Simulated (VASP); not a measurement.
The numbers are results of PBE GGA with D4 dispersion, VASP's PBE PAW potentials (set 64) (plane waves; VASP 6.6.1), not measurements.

VASP input:

### KPOINTS
```
Automatic mesh
0
Gamma
8 8 8
0 0 0
```

File POSCAR:
```
ZnS
1
    0.0000000000     2.7050000000     2.7050000000
    2.7050000000     0.0000000000     2.7050000000
    2.7050000000     2.7050000000     0.0000000000
Zn S
1 1
Direct
  0.0000000000   0.0000000000   0.0000000000
  0.2500000000   0.2500000000   0.2500000000
```

**INCAR**
```
SYSTEM = ZnS
PREC = Accurate
ENCUT = 520
EDIFF = 1E-6
NELM = 100
ALGO = Normal
LREAL = .FALSE.
LASPH = .TRUE.
ISMEAR = 0
SIGMA = 0.05
GGA = PE
IVDW = 13
LMAXMIX = 4
LWAVE = .FALSE.
LCHARG = .FALSE.
IBRION = 2
ISIF = 3
NSW = 60
EDIFFG = -0.01
```

POTCAR, in this order: Zn S (PBE.64 set). Program: vasp_std.

Output

**OSZICAR**
```
       N       E                     dE             d eps       ncg     rms          rms(c)
DAV:   1     0.892315529227E+02    0.89232E+02   -0.94803E+03   754   0.168E+03
DAV:   2    -0.106338971741E+01   -0.90295E+02   -0.86414E+02   809   0.283E+02
DAV:   3    -0.719928745577E+01   -0.61359E+01   -0.61095E+01   949   0.747E+01
DAV:   4    -0.727451392098E+01   -0.75226E-01   -0.75206E-01   829   0.874E+00
DAV:   5    -0.727567296212E+01   -0.11590E-02   -0.11590E-02   949   0.109E+00    0.705E+00
DAV:   6    -0.686446916352E+01    0.41120E+00   -0.96089E-01  1125   0.368E+01    0.543E+00
DAV:   7    -0.684849647068E+01    0.15973E-01   -0.33978E-01   789   0.575E+00    0.274E+00
DAV:   8    -0.684799043259E+01    0.50604E-03   -0.55330E-03   869   0.738E-01    0.796E-01
DAV:   9    -0.684827027871E+01   -0.27985E-03   -0.11706E-03   842   0.322E-01    0.118E-01
DAV:  10    -0.684841213146E+01   -0.14185E-03   -0.13316E-04   849   0.123E-01    0.549E-02
DAV:  11    -0.684843228684E+01   -0.20155E-04   -0.29628E-05   819   0.686E-02    0.634E-03
DAV:  12    -0.684843329159E+01   -0.10047E-05   -0.28448E-06   863   0.180E-02    0.417E-03
DAV:  13    -0.684843313840E+01    0.15318E-06   -0.25445E-07   477   0.113E-02
   1 F= -.74579192E+01 E0= -.74579192E+01  d E =-.745792E+01
       N       E                     dE             d eps       ncg     rms          rms(c)
DAV:   1    -0.692192984498E+01   -0.73497E-01   -0.10791E+00   899   0.242E+01    0.214E+00
DAV:   2    -0.684735226652E+01    0.74578E-01   -0.28237E-01   899   0.186E+01    0.813E-01
DAV:   3    -0.683888643158E+01    0.84658E-02   -0.11041E-02   879   0.152E+00    0.365E-01
DAV:   4    -0.683682929900E+01    0.20571E-02   -0.17486E-03   884   0.663E-01    0.202E-01
DAV:   5    -0.683651624387E+01    0.31306E-03   -0.33041E-04  1157   0.373E-01    0.550E-02
DAV:   6    -0.683649374138E+01    0.22502E-04   -0.96978E-05   809   0.118E-01    0.160E-02
DAV:   7    -0.683649377475E+01   -0.33370E-07   -0.50123E-06   839   0.223E-02
   2 F= -.74599682E+01 E0= -.74599682E+01  d E =-.204905E-02
       N       E                     dE             d eps       ncg     rms          rms(c)
DAV:   1    -0.684544403905E+01   -0.89503E-02   -0.67108E-02   889   0.622E+00    0.523E-01
DAV:   2    -0.684093990745E+01    0.45041E-02   -0.15705E-02   894   0.390E+00    0.203E-01
DAV:   3    -0.684040441557E+01    0.53549E-03   -0.61419E-04   779   0.232E-01    0.919E-02
DAV:   4    -0.684027593756E+01    0.12848E-03   -0.65853E-05   892   0.129E-01    0.452E-02
DAV:   5    -0.684025369516E+01    0.22242E-04   -0.19708E-05  1139   0.943E-02    0.923E-03
DAV:   6    -0.684025339148E+01    0.30368E-06   -0.66322E-06   749   0.339E-02
   3 F= -.74602318E+01 E0= -.74602318E+01  d E =-.231260E-02
```

**OUTCAR**
```
------------------------ aborting loop because EDIFF is reached ----------------------------------------
  Edisp (eV):   -0.61998
  FORCE on cell =-STRESS in cart. coord.  units (eV):
  Direction    XX          YY          ZZ          XY          YZ          ZX
  --------------------------------------------------------------------------------------
  Total       0.01245     0.01245     0.01245    -0.00000     0.00000     0.00000
  in kB       0.51180     0.51180     0.51180    -0.00000     0.00000     0.00000
  external pressure =        0.51 kB  Pullay stress =        0.00 kB
  volume of cell :       38.96
      direct lattice vectors                 reciprocal lattice vectors
     0.000000000  2.690779386  2.690779386    -0.185819768  0.185819768  0.185819768
     2.690779386 -0.000000000  2.690779386     0.185819768 -0.185819768  0.185819768
     2.690779386  2.690779386 -0.000000000     0.185819768  0.185819768 -0.185819768
  FREE ENERGIE OF THE ION-ELECTRON SYSTEM (eV)
  ---------------------------------------------------
  free  energy   TOTEN  =        -7.4602317984 eV

  energy  without entropy=       -7.4602317984  energy(sigma->0) =       -7.46023180

 reached required accuracy - stopping structural energy minimisation
```
(Selected blocks of OUTCAR.)

**CONTCAR**
```
ZnS
   1.00000000000000
     0.0000000000000000    2.6907793857439430    2.6907793857439430
     2.6907793857439430   -0.0000000000000000    2.6907793857439430
     2.6907793857439430    2.6907793857439430   -0.0000000000000000
  Zn              S
     1     1
Direct
     0.0000000000000000    0.0000000000000000    0.0000000000000000
     0.2500000000000000    0.2500000000000000    0.2500000000000000
```

The compound is ZnS in the zinc blende structure. This run relaxes it. Symmetry was kept, so distortions that lower it aren't found.
